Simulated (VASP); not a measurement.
```
CELL_PARAMETERS angstrom
      0.00000     2.16500     2.16500
      2.16500     0.00000     2.16500
      2.16500     2.16500     0.00000
ATOMIC_POSITIONS crystal
  Ti 0.00000 0.00000 0.00000
  C  0.50000 0.50000 0.50000
```

The base run (VASP): PBE GGA, plane waves, VASP's PBE PAW potentials (set 64). Settings: 520 eV cut-off, 13×13×13 Γ-centred mesh, first-order Methfessel-Paxton smearing of 0.10 eV, potentials Ti_sv C.

One setting is varied; ΔE counts from the most expensive setting. The base run took about 8 core-seconds. Times come from single runs on busy shared machines, so they are rough: good to a factor of about 2.

Pressures at a finite cut-off, here 520 eV, hold a Pulay part, which wasn't tested here.

| setting | cost over the base run | electronic steps | ΔE (meV/atom) | pressure (GPa) |
|---|---|---|---|---|
| KGAMMA = .TRUE., KSPACING = 0.6, KPOINTS file removed | about 1/3 | 15 | 21.9 | 0.66 |
| KGAMMA = .TRUE., KSPACING = 0.4, KPOINTS file removed | about 1/2 | 14 | 3.4 | 0.78 |
| KGAMMA = .TRUE., KSPACING = 0.35, KPOINTS file removed | about 1/2 | 14 | 0.8 | 0.73 |
| KGAMMA = .TRUE., KSPACING = 0.3, KPOINTS file removed | within a factor of 2 | 15 | 0.3 | 0.76 |
| base run | reference | 15 | -0.5 | 0.74 |
| KGAMMA = .TRUE., KSPACING = 0.16, KPOINTS file removed | within a factor of 2 | 15 | 0.0 | 0.73 |

Left out are runs that failed, have no time on record or changed the cell.

The compound is TiC in the rock salt structure. The cell was not relaxed at this level.
